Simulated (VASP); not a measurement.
K$_{2}$S (antifluorite): the band gap from VASP (plane waves, PAW) at several levels of theory. Gaps are without spin-orbit coupling. Each level names its cell: its own relaxed one, PBE's, or the starting one. A gap is the smallest over the k-mesh and a band path; hybrids may have named points in place of the path, and GW has the mesh alone.

```json
[
 {"level": "LDA (own cell)", "band gap (eV)": "2.30"},
 {"level": "PBE (own cell)", "band gap (eV)": "2.33"},
 {"level": "PBEsol (own cell)", "band gap (eV)": "2.33"},
 {"level": "revPBE (own cell)", "band gap (eV)": "2.42"},
 {"level": "PBE-D3 (zero damping) (own cell)", "band gap (eV)": "2.39"},
 {"level": "optB86b-vdW (own cell)", "band gap (eV)": "2.30"},
 {"level": "vdW-DF-cx (own cell)", "band gap (eV)": "2.41"}
]
```

The cell of the LDA (own cell) run:

```cif
data_K2S
_chemical_formula_sum 'K2 S1'
_space_group_name_H-M_alt 'P 1'
_space_group_IT_number 1
_cell_length_a 5.09383
_cell_length_b 5.09383
_cell_length_c 5.09383
_cell_angle_alpha 60.000
_cell_angle_beta 60.000
_cell_angle_gamma 60.000
loop_
_space_group_symop_operation_xyz
  'x, y, z'
loop_
_atom_site_label
_atom_site_type_symbol
_atom_site_fract_x
_atom_site_fract_y
_atom_site_fract_z
_atom_site_occupancy
K1 K 0.25000 0.25000 0.25000 1
K2 K 0.75000 0.75000 0.75000 1
S1 S 0.00000 0.00000 0.00000 1
```

Only levels that ran to the end are used. Left out are those held back, those with too coarse a band path, GW runs whose mesh misses a band edge, hybrids' fits of cells that aren't cubic and levels without matching references; a question may draw on a part of the rest.

The compound is K2S in the antifluorite structure.
